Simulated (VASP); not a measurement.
Consider the following.

```
Os
1.0
    1.36500    -2.36425     0.00000
    1.36500     2.36425     0.00000
    0.00000     0.00000     4.32000
Os
2
Direct
  0.33333   0.66667   0.25000
  0.66667   0.33333   0.75000
```

All values below come from PBE GGA, VASP's PBE PAW potentials (set 64) (plane waves; VASP). Run with 400 eV cut-off, 14×14×8 Γ-centred mesh, first-order Methfessel-Paxton smearing of 0.10 eV, potentials Os.

Task: Give the stress tensor in GPa (positive for a compressed cell).

Result: 
```
10.59   0.00   0.00
 0.00  10.59   0.00
 0.00   0.00   8.72
```
The pressure is its mean diagonal, 9.96 GPa.

The compound is Os in the hcp structure. The cell was not relaxed at this level.
